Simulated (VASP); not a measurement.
Consider the following.

```
Be2B
1.0
    0.00000     2.27778     2.27778
    2.27778     0.00000     2.27778
    2.27778     2.27778     0.00000
Be B
2 1
Direct
  0.25000   0.25000   0.25000
  0.75000   0.75000   0.75000
  0.00000   0.00000   0.00000
```

Calculation: PBEsol GGA, VASP's PBE PAW potentials (set 64) (plane waves; VASP). Run with 520 eV cut-off, Gaussian smearing of 0.050 eV, potentials Be B.

Give the energies of bands 1 to 6 at the high-symmetry points, in eV from the Fermi level.

```
band       Γ      X      U      L      W
----  ------  -----  -----  -----  -----
1     -11.35  -7.09  -6.78  -7.98  -6.51
2       2.88  -4.79  -4.73  -6.58  -4.13
3       2.88  -2.48  -4.28   0.64  -3.86
4       2.88  -2.48  -1.74   0.64  -3.86
5       4.56   3.47   4.82   5.42   7.62
6       4.56   5.47   8.59   5.42   9.30
```

It has no gap at this level: it comes out as a metal or semimetal.

The structure comes from a measured Be2B entry (Fm-3m) of the Crystallography Open Database, whose conditions weren't checked. It was relaxed first, which changed the volume by -7 %. The electron count is odd and the run is not spin-polarised, which forces a metal.
